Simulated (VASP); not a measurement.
```
AlN
1.0
    1.57505    -2.72807     0.00000
    1.57505     2.72807     0.00000
    0.00000     0.00000     5.07860
Al N
2 2
Direct
  0.66667   0.33333   0.50082
  0.33333   0.66667   0.00082
  0.66667   0.33333   0.88118
  0.33333   0.66667   0.38118
```

Method: vdW-DF2, VASP's PBE PAW potentials (set 64) (plane waves; VASP). Settings: 520 eV cut-off, 7×7×4 Γ-centred mesh, Gaussian smearing of 0.050 eV, potentials Al N.

Task: Predict the energy per atom (σ→0).

Result: 
- energy per atom (σ→0): -5.859 eV/atom

The absolute energy has meaning only against runs of the same code, potentials and settings.

The compound is AlN in the wurtzite structure. It was relaxed first. The start is the result of an earlier pass.
